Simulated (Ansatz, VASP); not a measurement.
## Tl2Te in two plane-wave programs

One calculation is typed for both programs; each brings its own data sets. How far apart do they land? The cell is generated by rule, not measured, and may not be a known phase. The cell is taken from a series of runs on this material, whose earlier steps may have relaxed, scaled, displaced or heated it; both programs get it as it stands.

Program: Ansatz 0.2.0. Level of theory: plane waves, with VASP 6.6.1 beside it; zone-centre phonons at PBEsol. Results are calculated unless marked as measured.

The structure was built from a prototype and need not be the compound's stable phase.

### Step 1. The structure

The structure is orthorhombic, space group Pmmn (No. 59). Conventional cell: a = 4.482 Å, b = 7.651 Å, c = 6.371 Å, α = 90.00°, β = 90.00°, γ = 90.00°. Nearest to Te lie 6 Tl at 3.20 Å. Tl has 3 Te at 3.20 Å and 3 Tl at 3.51 to 3.58 Å nearest. Farther neighbours and most contacts between anions are not listed.

Structure file:

```cif
data_structure
_symmetry_space_group_name_H-M 'P 1'
_symmetry_Int_Tables_number 1
_cell_length_a 4.4817
_cell_length_b 7.6505
_cell_length_c 6.3705
_cell_angle_alpha 90.000
_cell_angle_beta 90.000
_cell_angle_gamma 90.000
_cell_volume 218.43
loop_
_atom_site_label
_atom_site_type_symbol
_atom_site_fract_x
_atom_site_fract_y
_atom_site_fract_z
_atom_site_occupancy
Te1 Te 0.50000 0.50000 0.37250 1
Te2 Te 0.00000 0.00000 0.62750 1
Tl3 Tl 0.50000 0.26620 0.78864 1
Tl4 Tl 0.00000 0.76620 0.21136 1
Tl5 Tl 0.50000 0.73380 0.78864 1
Tl6 Tl 0.00000 0.23380 0.21136 1
```

### Step 2. VASP: zone-centre phonons, PBEsol

Second derivatives magnify differences that forces hide, and they need a tight electronic threshold.

Lines of VASP's logs that name or quote its potential files are left out, and so is its time.

INCAR reads:

```
SYSTEM = Tl2Te
PREC = Accurate
ENCUT = 500
EDIFF = 1E-08
NELM = 120
ISMEAR = 0
SIGMA = 0.01
LREAL = .FALSE.
ALGO = Normal
GGA = PS
NBANDS = 39
LORBIT = 11
LWAVE = .FALSE.
LCHARG = .FALSE.
ISIF = 2
IBRION = 8
LASPH = .TRUE.
GGA_COMPAT = .FALSE.
KPAR = 2
```

POSCAR reads:

```
Tl2Te
1.0
    4.4817192596      0.0000000000      0.0000000000
    0.0000000000      7.6505338393      0.0000000000
    0.0000000000      0.0000000000      6.3705473221
Te Tl
2 4
Direct
    0.5000000000      0.5000000000      0.3725015512
    0.0000000000      0.0000000000      0.6274984488
    0.5000000000      0.2661987729      0.7886441528
    0.0000000000      0.7661987729      0.2113558472
    0.5000000000      0.7338012271      0.7886441528
    0.0000000000      0.2338012271      0.2113558472
```

KPOINTS reads:

```
Automatic mesh
0
Gamma
8 4 6
0 0 0
```

The projector-augmented-wave data sets are Te and Tl_d (PBE family, release 64).

Command:

```console
$ mpirun -np 2 vasp_std
```

Numbers of over 12 decimals in the logs are rounded to 6 here.

The log of the run:

```text
[banner, memory and clock lines left out]
running    2 mpi-ranks, on    1 nodes
 distrk:  each k-point on    1 cores,    2 groups
 distr:  one band on    1 cores,    1 groups

 POSCAR found type information on POSCAR TeTl
 POSCAR found :  2 types and       6 ions
|                                                                             |
|               ----> ADVICE to this user running VASP <----                  |
|                                                                             |
|     You enforced a specific xc type in the INCAR file but a different       |
|     [... a line on the potential file left out ...]
|     I HOPE YOU KNOW WHAT YOU ARE DOING!                                     |
|                                                                             |

 LDA part: xc-table for (Slater+PW92), standard interpolation
 POSCAR, INCAR and KPOINTS ok, starting setup
 FFT: planning ... GRIDC
 FFT: planning ... GRID_SOFT
 FFT: planning ... GRID
 WAVECAR not read
 entering main loop
       N       E                     dE             d eps       ncg     rms          rms(c)
DAV:   1     0.340013931051E+03    0.34001E+03   -0.30331E+04  4704   0.140E+03
DAV:   2    -0.295902296020E+01   -0.34297E+03   -0.33114E+03  5146   0.294E+02
DAV:   3    -0.187403290544E+02   -0.15781E+02   -0.15397E+02  5476   0.490E+01
DAV:   4    -0.190524099102E+02   -0.31208E+00   -0.31187E+00  5545   0.673E+00
DAV:   5    -0.190582579050E+02   -0.58480E-02   -0.58476E-02  5670   0.979E-01    0.662E+00
DAV:   6    -0.186244800298E+02    0.43378E+00   -0.70911E-01  5120   0.430E+00    0.444E+00
DAV:   7    -0.186130972608E+02    0.11383E-01   -0.48883E-01  5192   0.268E+00    0.158E+00
DAV:   8    -0.186072710330E+02    0.58262E-02   -0.73143E-02  4911   0.140E+00    0.696E-01
DAV:   9    -0.186080366638E+02   -0.76563E-03   -0.10497E-02  5082   0.563E-01    0.194E-01
DAV:  10    -0.186077830644E+02    0.25360E-03   -0.18157E-03  5094   0.254E-01    0.572E-02
DAV:  11    -0.186080786680E+02   -0.29560E-03   -0.12869E-03  5040   0.127E-01    0.105E-01
DAV:  12    -0.186080393080E+02    0.39360E-04   -0.98482E-05  5254   0.484E-02    0.599E-02
DAV:  13    -0.186080729687E+02   -0.33661E-04   -0.69380E-05  4827   0.262E-02    0.176E-02
DAV:  14    -0.186080678896E+02    0.50791E-05   -0.14484E-05  5406   0.197E-02    0.774E-03
DAV:  15    -0.186080685303E+02   -0.64066E-06   -0.40496E-06  4897   0.688E-03    0.789E-03
DAV:  16    -0.186080689684E+02   -0.43812E-06   -0.36681E-07  5093   0.238E-03    0.435E-03
DAV:  17    -0.186080691987E+02   -0.23027E-06   -0.15926E-07  5002   0.143E-03    0.306E-03
DAV:  18    -0.186080691294E+02    0.69333E-07   -0.73929E-09  3369   0.403E-04    0.684E-04
DAV:  19    -0.186080690870E+02    0.42334E-07   -0.30155E-09  2669   0.261E-04    0.934E-04
DAV:  20    -0.186080690966E+02   -0.95470E-08   -0.10008E-09  2536   0.164E-04
   1 F= -.18608069E+02 E0= -.18608040E+02  d E =-.587697E-04
 Linear response reoptimize wavefunctions to high precision
DAV:   1    -0.186080691055E+02   -0.88839E-08   -0.96603E-10  2578   0.115E-04
DAV:   2    -0.186080691055E+02   -0.34561E-10   -0.94086E-11  2487   0.378E-05
 Linear response DOF=           6
 Linear response progress:
  Degree of freedom:   1/  6
       N       E                     dE             d eps       ncg     rms          rms(c)
RMM:   1    -0.496853709001E-01   -0.49685E-01    0.62377E-02 11719   0.556E-01
RMM:   2    -0.489391537208E-01    0.74622E-03   -0.20683E-03  9468   0.132E-01    0.574E-02
RMM:   3    -0.490745176272E-01   -0.13536E-03   -0.10403E-04  9799   0.315E-02    0.408E-02
RMM:   4    -0.492506457476E-01   -0.17613E-03   -0.41457E-05  9896   0.210E-02    0.466E-03
RMM:   5    -0.492586156835E-01   -0.79699E-05   -0.23869E-06 10042   0.331E-03    0.250E-03
RMM:   6    -0.492498711994E-01    0.87445E-05    0.26637E-07  9677   0.149E-03    0.332E-04
RMM:   7    -0.492526126600E-01   -0.27415E-05   -0.58980E-08 10199   0.367E-04    0.204E-04
RMM:   8    -0.492529728837E-01   -0.36022E-06   -0.20589E-08  9670   0.193E-04    0.385E-05
RMM:   9    -0.492526941455E-01    0.27874E-06    0.81768E-09 10284   0.425E-05    0.326E-05
RMM:  10    -0.492528002510E-01   -0.10611E-06   -0.11578E-09  9833   0.236E-05    0.348E-06
RMM:  11    -0.492527909152E-01    0.93357E-08    0.46157E-09  8996   0.481E-06    0.248E-06
 first order change of Fermi-energy   0.84849E-04
 force on displaced ion       1 direction 1 :  -2.470   0.000   0.003
 Linear response progress:
  Degree of freedom:   2/  6
       N       E                     dE             d eps       ncg     rms          rms(c)
RMM:   1    -0.581503698100E-01   -0.58150E-01    0.69184E-02 13756   0.578E-01
RMM:   2    -0.568580435672E-01    0.12923E-02   -0.20839E-03  8483   0.138E-01    0.917E-02
RMM:   3    -0.568965049893E-01   -0.38461E-04   -0.19245E-04  8872   0.382E-02    0.525E-02
RMM:   4    -0.569649992297E-01   -0.68494E-04   -0.62402E-05  9045   0.228E-02    0.119E-02
RMM:   5    -0.569638836011E-01    0.11156E-05   -0.48743E-06  8984   0.623E-03    0.463E-03
RMM:   6    -0.569577141295E-01    0.61695E-05   -0.14651E-06  9086   0.211E-03    0.888E-04
RMM:   7    -0.569568023571E-01    0.91177E-06   -0.41620E-08  9192   0.738E-04    0.363E-04
RMM:   8    -0.569562526133E-01    0.54974E-06   -0.83248E-08  8958   0.275E-04    0.113E-04
RMM:   9    -0.569563387563E-01   -0.86143E-07   -0.34850E-08  9151   0.723E-05    0.314E-05
RMM:  10    -0.569562674231E-01    0.71333E-07   -0.20050E-08  8878   0.351E-05    0.112E-05
RMM:  11    -0.569562586971E-01    0.87260E-08   -0.33288E-09  9299   0.119E-05    0.273E-06
 first order change of Fermi-energy  -0.57264E-04
 force on displaced ion       1 direction 2 :   0.000  -3.548   0.002
 Linear response progress:
  Degree of freedom:   3/  6
       N       E                     dE             d eps       ncg     rms          rms(c)
RMM:   1    -0.560490808213E-01   -0.56049E-01    0.68141E-02 10318   0.566E-01
RMM:   2    -0.550978770713E-01    0.95120E-03   -0.19135E-03  7260   0.131E-01    0.684E-02
RMM:   3    -0.552059936742E-01   -0.10812E-03   -0.11938E-04  7569   0.331E-02    0.445E-02
RMM:   4    -0.553349151989E-01   -0.12892E-03   -0.38874E-05  7678   0.213E-02    0.674E-03
RMM:   5    -0.553398007613E-01   -0.48856E-05    0.13667E-06  7770   0.397E-03    0.341E-03
RMM:   6    -0.553310138238E-01    0.87869E-05    0.44188E-07  7601   0.171E-03    0.441E-04
RMM:   7    -0.553324546233E-01   -0.14408E-05    0.23502E-08  7865   0.389E-04    0.323E-04
RMM:   8    -0.553325436891E-01   -0.89066E-07   -0.65457E-08  7546   0.228E-04    0.685E-05
RMM:   9    -0.553322475824E-01    0.29611E-06   -0.54143E-09  7900   0.717E-05    0.323E-05
RMM:  10    -0.553323712873E-01   -0.12370E-06   -0.10493E-08  7541   0.350E-05    0.120E-05
RMM:  11    -0.553323187746E-01    0.52513E-07    0.57027E-09  7873   0.124E-05    0.307E-06
RMM:  12    -0.553323179990E-01    0.77562E-09   -0.95548E-09  6525   0.482E-06    0.136E-06
 first order change of Fermi-energy   0.38947E+00
 force on displaced ion       1 direction 3 :   0.000   0.000  -2.501
 Linear response progress:
  Degree of freedom:   4/  6
       N       E                     dE             d eps       ncg     rms          rms(c)
RMM:   1    -0.340494531384E+00   -0.34049E+00   -0.24065E-01 13223   0.293E+00
RMM:   2    -0.341139084806E+00   -0.64455E-03   -0.34723E-03 11752   0.352E-01    0.436E-02
RMM:   3    -0.341009607158E+00    0.12948E-03   -0.70631E-05 13243   0.485E-02    0.246E-02
RMM:   4    -0.340837028624E+00    0.17258E-03   -0.12000E-05 13483   0.157E-02    0.404E-03
RMM:   5    -0.340841582914E+00   -0.45543E-05    0.32381E-07 13434   0.262E-03    0.224E-03
RMM:   6    -0.340853230551E+00   -0.11648E-04   -0.25349E-07 13146   0.228E-03    0.443E-04
RMM:   7    -0.340853929251E+00   -0.69870E-06    0.37586E-08 13542   0.397E-04    0.237E-04
RMM:   8    -0.340853619691E+00    0.30956E-06    0.45228E-08 13259   0.208E-04    0.188E-05
RMM:   9    -0.340853693661E+00   -0.73970E-07    0.11778E-08 13690   0.280E-05    0.103E-05
RMM:  10    -0.340853699404E+00   -0.57426E-08    0.26292E-09 13550   0.136E-05    0.279E-06
 first order change of Fermi-energy   0.13402E-04
 force on displaced ion       3 direction 1 :  -1.585   0.001  -0.001
 Linear response progress:
  Degree of freedom:   5/  6
       N       E                     dE             d eps       ncg     rms          rms(c)
RMM:   1    -0.350325529075E+00   -0.35033E+00   -0.23879E-01  9309   0.294E+00
RMM:   2    -0.350694839281E+00   -0.36931E-03   -0.36955E-03  8207   0.356E-01    0.597E-02
RMM:   3    -0.350503041542E+00    0.19180E-03   -0.11046E-04  9310   0.514E-02    0.346E-02
RMM:   4    -0.350320019973E+00    0.18302E-03   -0.27628E-05  9429   0.188E-02    0.807E-03
RMM:   5    -0.350319093384E+00    0.92659E-06   -0.41986E-06  9367   0.416E-03    0.259E-03
RMM:   6    -0.350327537922E+00   -0.84445E-05   -0.73571E-07  9278   0.197E-03    0.808E-04
RMM:   7    -0.350328907980E+00   -0.13701E-05   -0.59504E-07  9493   0.597E-04    0.290E-04
RMM:   8    -0.350329798544E+00   -0.89056E-06   -0.12916E-07  9266   0.236E-04    0.755E-05
RMM:   9    -0.350329662295E+00    0.13625E-06   -0.16984E-08  9533   0.723E-05    0.284E-05
RMM:  10    -0.350329922653E+00   -0.26036E-06   -0.87417E-09  8993   0.479E-05    0.122E-05
RMM:  11    -0.350329943165E+00   -0.20512E-07   -0.29587E-09  9572   0.107E-05    0.410E-06
RMM:  12    -0.350329938867E+00    0.42988E-08   -0.26919E-09  8660   0.768E-06    0.138E-06
 first order change of Fermi-energy  -0.22399E+00
 force on displaced ion       3 direction 2 :   0.000  -2.090  -0.063
 Linear response progress:
  Degree of freedom:   6/  6
       N       E                     dE             d eps       ncg     rms          rms(c)
RMM:   1    -0.347862132020E+00   -0.34786E+00   -0.23769E-01  9267   0.294E+00
RMM:   2    -0.348272298168E+00   -0.41017E-03   -0.34942E-03  8196   0.353E-01    0.639E-02
RMM:   3    -0.348039565783E+00    0.23273E-03   -0.11116E-04  9287   0.533E-02    0.346E-02
RMM:   4    -0.347826206858E+00    0.21336E-03   -0.28629E-05  9453   0.204E-02    0.885E-03
RMM:   5    -0.347813646520E+00    0.12560E-04   -0.49773E-07  9418   0.505E-03    0.302E-03
RMM:   6    -0.347819819417E+00   -0.61729E-05    0.42579E-07  9339   0.218E-03    0.918E-04
RMM:   7    -0.347820320275E+00   -0.50086E-06    0.32162E-07  9537   0.629E-04    0.282E-04
RMM:   8    -0.347821486065E+00   -0.11658E-05    0.15717E-07  9384   0.217E-04    0.758E-05
RMM:   9    -0.347821551347E+00   -0.65281E-07   -0.42033E-09  9477   0.870E-05    0.291E-05
RMM:  10    -0.347821884694E+00   -0.33335E-06   -0.26864E-09  9363   0.399E-05    0.754E-06
RMM:  11    -0.347821901001E+00   -0.16307E-07    0.55784E-09  9548   0.127E-05    0.325E-06
RMM:  12    -0.347821900765E+00    0.23569E-09    0.52753E-09  8083   0.570E-06    0.104E-06
 first order change of Fermi-energy  -0.23262E+00
 force on displaced ion       3 direction 3 :   0.000  -0.061  -2.160
 Linear response finished
```

(Continued in part 2 of 2.)

[Lines on the potential files, build, host, timing and source positions are cut from VASP's logs without a mark.]

[Logs are printed without paths, hosts, clocks, repeated set-up lines and the standing remarks that a program may print on its own settings, such as how far it seeks lower states.]

[Hosts, paths, dates, database ids (printed as entryN), source tags and the programs' standing remarks are cut or masked in the printed files.]
